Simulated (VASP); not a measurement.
All values below come from modified Becke-Johnson potential (mBJ), VASP's LDA PAW potentials (set 64) (plane waves; VASP).

A VASP calculation is set up with these files.

### INCAR
```
! general
SYSTEM =CsPbBr3
PREC   =Accurate
ENCUT  =400
LREAL  =.False.
LASPH  =.True.

! electronic loop
EDIFF  =1E-6   ! SCF stop (eV)
NELM   =200
ALGO   =Normal   ! blocked Davidson
LMAXMIX=4   ! l cut-off of mixed one-centre charges
LMIXTAU=.True.

! smearing
ISMEAR =0   ! Gaussian
SIGMA  =0.05

! functional
METAGGA=MBJ

! ions
ISIF   =0

! output
LWAVE  =.False.
LCHARG =.False.
```

### KPOINTS
```
Automatic mesh
0
gamma
 5 5 5
0 0 0
```

**KPOINTS_OPT**
```
k-points along high-symmetry lines
16
Line-mode
Reciprocal
  0.000000   0.000000   0.000000 ! GAMMA
  0.000000   0.500000   0.000000 ! X

  0.000000   0.500000   0.000000 ! X
  0.500000   0.500000   0.000000 ! M

  0.500000   0.500000   0.000000 ! M
  0.000000   0.000000   0.000000 ! GAMMA

  0.000000   0.000000   0.000000 ! GAMMA
  0.500000   0.500000   0.500000 ! R

  0.500000   0.500000   0.500000 ! R
  0.000000   0.500000   0.000000 ! X

  0.500000   0.500000   0.500000 ! R
  0.500000   0.500000   0.000000 ! M
```

**POSCAR**
```
CsPbBr3
1
    5.7790495156     0.0000000000     0.0000000000
    0.0000000000     5.7790495156     0.0000000000
    0.0000000000     0.0000000000     5.7790495156
Cs Pb Br
1 1 3
Direct
  0.0000000000   0.0000000000   0.0000000000
  0.5000000000   0.5000000000   0.5000000000
  0.5000000000   0.0000000000   0.5000000000
  0.0000000000   0.5000000000   0.5000000000
  0.5000000000   0.5000000000   0.0000000000
```

POTCAR, in this order: Cs_sv Pb_d Br (LDA.64 set). Program: vasp_std. Read from the step before: WAVECAR.

OSZICAR:
```
...
DAV: 167    -0.843818907856E+03    0.11192E+06   -0.82569E+03   822   0.103E+03    0.480E+03
DAV: 168    -0.230532098225E+03    0.61329E+03   -0.44726E+03   734   0.648E+02    0.473E+02
DAV: 169    -0.204126341732E+04   -0.18107E+04   -0.94534E+03   922   0.837E+02    0.545E+03
DAV: 170    -0.993984402581E+03    0.10473E+04   -0.28965E+03   878   0.147E+03    0.518E+03
DAV: 171    -0.968506306889E+03    0.25478E+02   -0.18611E+03   816   0.186E+03    0.538E+03
DAV: 172    -0.163890118178E+05   -0.15421E+05   -0.42540E+04   802   0.260E+03    0.907E+03
DAV: 173    -0.208708024299E+04    0.14302E+05   -0.27065E+03   636   0.491E+02    0.766E+03
DAV: 174    -0.534177073580E+04   -0.32547E+04   -0.40668E+03   728   0.100E+03    0.859E+03
DAV: 175    -0.247342344533E+03    0.50944E+04   -0.12566E+04   816   0.131E+03    0.608E+02
DAV: 176    -0.138373203177E+04   -0.11364E+04   -0.94612E+02   790   0.371E+02    0.523E+03
DAV: 177    -0.353380079775E+03    0.10304E+04   -0.65436E+03   694   0.442E+02    0.557E+02
DAV: 178    -0.338717494144E+03    0.14663E+02   -0.17425E+03   600   0.367E+02    0.424E+02
DAV: 179    -0.346017583976E+03   -0.73001E+01   -0.19221E+03   718   0.417E+02    0.718E+02
DAV: 180    -0.331881065299E+05   -0.32842E+05   -0.30497E+05   958   0.173E+03    0.888E+03
DAV: 181    -0.423739696353E+03    0.32764E+05   -0.66114E+03   862   0.575E+02    0.122E+03
DAV: 182    -0.499219164028E+03   -0.75479E+02   -0.30668E+03   586   0.593E+02    0.462E+02
DAV: 183    -0.284578172001E+03    0.21464E+03   -0.15340E+03   712   0.349E+02    0.149E+02
DAV: 184    -0.523745103720E+03   -0.23917E+03   -0.43502E+03   524   0.101E+03    0.983E+02
DAV: 185    -0.394249591867E+03    0.12950E+03   -0.40731E+03   816   0.894E+02    0.152E+03
DAV: 186    -0.204783755167E+03    0.18947E+03   -0.38668E+03   636   0.788E+02    0.504E+02
DAV: 187    -0.229133421480E+03   -0.24350E+02   -0.14495E+03   666   0.403E+02    0.609E+02
DAV: 188    -0.309885385740E+03   -0.80752E+02   -0.45563E+03   614   0.543E+02    0.563E+02
DAV: 189    -0.291841733559E+03    0.18044E+02   -0.20152E+03   836   0.129E+03    0.785E+02
DAV: 190    -0.672051699773E+04   -0.64287E+04   -0.61479E+04   644   0.191E+03    0.334E+03
DAV: 191    -0.203832195594E+03    0.65167E+04   -0.12423E+04   728   0.720E+02    0.656E+02
DAV: 192    -0.123168303153E+03    0.80664E+02   -0.12150E+03   742   0.629E+02    0.704E+02
DAV: 193    -0.175629682622E+03   -0.52461E+02   -0.66080E+02   878   0.301E+02    0.628E+02
DAV: 194    -0.254366843252E+03   -0.78737E+02   -0.20048E+03   804   0.610E+02    0.659E+02
DAV: 195    -0.207530856493E+03    0.46836E+02   -0.78377E+02   688   0.225E+02    0.716E+02
DAV: 196    -0.210020371950E+03   -0.24895E+01   -0.53578E+02   806   0.479E+02    0.735E+02
DAV: 197    -0.204852316326E+03    0.51681E+01   -0.24127E+02   744   0.233E+02    0.734E+02
DAV: 198    -0.150747067123E+03    0.54105E+02   -0.25299E+03   616   0.146E+03    0.698E+02
DAV: 199    -0.770387903011E+03   -0.61964E+03   -0.61801E+03   592   0.257E+02    0.207E+03
DAV: 200    -0.139869356497E+03    0.63052E+03   -0.59115E+03   680   0.116E+03
   1 F= -.13986936E+03 E0= -.13986715E+03  d E =-.442250E-02
       N       E                     dE             ncg
       N       E                     dE             ncg
       N       E                     dE             ncg
       N       E                     dE             ncg
       N       E                     dE             ncg
       N       E                     dE             ncg
       N       E                     dE             ncg
       N       E                     dE             ncg
       N       E                     dE             ncg
       N       E                     dE             ncg
```

Problem. The electronic loop did not converge. What happens with NELM = 300, IMIX = 1, AMIX = 0.1?

Solution. Convergence was not reached.
File OSZICAR:
```
...
DAV: 272    -0.567662534519E+03    0.24587E+03   -0.54970E+03   632   0.773E+02    0.740E+01
DAV: 273    -0.917777768631E+03   -0.35012E+03   -0.71251E+03   842   0.550E+02    0.327E+02
DAV: 274    -0.506937297881E+03    0.41084E+03   -0.22616E+03   608   0.241E+02    0.216E+02
DAV: 275    -0.689368073945E+03   -0.18243E+03   -0.37375E+03   660   0.221E+02    0.192E+02
DAV: 276    -0.296480060056E+04   -0.22754E+04   -0.28755E+04   750   0.295E+02    0.801E+03
DAV: 277    -0.567548941745E+03    0.23973E+04   -0.15217E+04   746   0.337E+02    0.865E+02
DAV: 278    -0.485988317727E+03    0.81561E+02   -0.81299E+02   654   0.141E+02    0.810E+02
DAV: 279    -0.488049901976E+03   -0.20616E+01   -0.15046E+02   562   0.115E+02    0.739E+02
DAV: 280    -0.478971087187E+03    0.90788E+01   -0.12133E+02   594   0.956E+01    0.660E+02
DAV: 281    -0.483000906206E+03   -0.40298E+01   -0.38518E+01   636   0.510E+01    0.616E+02
DAV: 282    -0.486036483659E+03   -0.30356E+01   -0.24348E+02   574   0.152E+02    0.586E+02
DAV: 283    -0.479644424922E+03    0.63921E+01   -0.23400E+02   536   0.105E+02    0.498E+02
DAV: 284    -0.552954840663E+03   -0.73310E+02   -0.11329E+03   630   0.302E+02    0.587E+02
DAV: 285    -0.523132938146E+03    0.29822E+02   -0.16464E+03   616   0.263E+02    0.542E+02
DAV: 286    -0.485397178869E+03    0.37736E+02   -0.10776E+03   520   0.170E+02    0.354E+02
DAV: 287    -0.485907443672E+03   -0.51026E+00   -0.24049E+02   520   0.860E+01    0.392E+02
DAV: 288    -0.479583763444E+03    0.63237E+01   -0.12391E+02   520   0.740E+01    0.298E+02
DAV: 289    -0.485966764530E+03   -0.63830E+01   -0.90785E+01   520   0.611E+01    0.318E+02
DAV: 290    -0.487805480062E+03   -0.18387E+01   -0.32701E+01   520   0.400E+01    0.342E+02
DAV: 291    -0.482142028916E+03    0.56635E+01   -0.34578E+01   520   0.460E+01    0.231E+02
DAV: 292    -0.484615573404E+03   -0.24735E+01   -0.10353E+01   520   0.219E+01    0.238E+02
DAV: 293    -0.491052802995E+03   -0.64372E+01   -0.15537E+02   528   0.106E+02    0.214E+02
DAV: 294    -0.483070124102E+03    0.79827E+01   -0.12331E+02   520   0.772E+01    0.186E+02
DAV: 295    -0.354979297163E+04   -0.30667E+04   -0.30784E+04   856   0.280E+03    0.159E+03
DAV: 296    -0.338523869091E+04    0.16455E+03   -0.26322E+04   740   0.377E+03    0.232E+02
DAV: 297    -0.643790669951E+03    0.27414E+04   -0.11190E+04   680   0.698E+02    0.132E+02
DAV: 298    -0.513563027306E+03    0.13023E+03   -0.30814E+03   586   0.348E+02    0.188E+02
DAV: 299    -0.485822355323E+03    0.27741E+02   -0.64679E+02   590   0.160E+02    0.395E+02
DAV: 300    -0.474099438916E+03    0.11723E+02   -0.48694E+02   522   0.163E+02
   1 F= -.47409944E+03 E0= -.47409893E+03  d E =-.102517E-02
       N       E                     dE             ncg
       N       E                     dE             ncg
       N       E                     dE             ncg
       N       E                     dE             ncg
       N       E                     dE             ncg
       N       E                     dE             ncg
       N       E                     dE             ncg
       N       E                     dE             ncg
       N       E                     dE             ncg
       N       E                     dE             ncg
```

The compound is CsPbBr3 in the cubic perovskite structure, the ideal cubic form; the compound distorts at low or room temperature.
